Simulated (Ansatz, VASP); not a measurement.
This is a calculation of AgAs for VASP 6.6.1.

Contents of INCAR:

```
ALGO = Normal
EDIFF = 1E-7
ENCUT = 520
GGA = PE
ISIF = 2
ISMEAR = -1
LASPH = True
LCHARG = False
LREAL = False
LWAVE = False
NBANDS = 24
NELM = 80
PREC = Accurate
SIGMA = 0.05
```

Contents of KPOINTS:

```
k-points
0
Gamma
  6 9 5
```

POSCAR

```
AgAs
1.0
    4.9239226224      0.0000000000      0.0000000000
    0.0000000000      2.9207734325      0.0000000000
    0.0000000000      0.0000000000      5.1027890923
Ag As
2 2
Direct
    0.7500000000      0.0000000000      0.1647710000
    0.2500000000      0.0000000000      0.8352290000
    0.2500000000      0.5000000000      0.3343550000
    0.7500000000      0.5000000000      0.6656450000
```

Potentials or basis: VASP PAW PBE potentials, release 64 (Ag, As).

The run is started by

```console
$ cat potpaw_PBE.64/Ag/POTCAR potpaw_PBE.64/As/POTCAR > POTCAR
$ mpirun -np 1 vasp_std > vasp.out
```

**Question.** Set up the same calculation for Ansatz 0.2.0. Potentials there: Ansatz PAW.

**Answer.** As run (the cutoff follows the program's own potentials):

The input input.yaml:

```yaml
crystal:
  lattice:
    - [4.9239226224, 0.0, 0.0]
    - [0.0, 2.9207734325, 0.0]
    - [0.0, 0.0, 5.1027890923]
  atoms:
    - { symbol: Ag, position: [0.75, 0.0, 0.164771] }
    - { symbol: Ag, position: [0.25, 0.0, 0.835229] }
    - { symbol: As, position: [0.25, 0.5, 0.334355] }
    - { symbol: As, position: [0.75, 0.5, 0.665645] }
hamiltonian:
  xc: pbe
  pseudopotentials: { kind: paw }
kpoints:
  mp_grid: { grid: [6, 9, 5] }
scf:
  occupations: { method: fermi_dirac, width: 0.05 }
output:
  forces: true
  stress: true
  eigenvalues: true
```

Potentials or basis: Ansatz PAW.

Command:

```sh
$ ansatz run input.yaml --threads 2 --pin off --max-ram 5120MiB --backend cpu --events-out ev --progress --plain --runs-dir out
```

Both were run:

|  | VASP | Ansatz | Ansatz less VASP |
| --- | --- | --- | --- |
| gap on the k mesh at the Fermi level (eV) | none | none | - |
| pressure (GPa) | 2.7 | 2.7 | +0.01 |
| largest component of the traceless stress (GPa) | 0.69 | 0.68 | -0.009 |
| rms of the force components (eV/Å) | 0.037 | 0.037 | -0.0006 |

Atom by atom the forces differ by 0.001 eV/Å (rms over components). A gap of «none» marks a metal or a gap that the smearing closes. The two sets of potentials don't hold the same shells in valence.
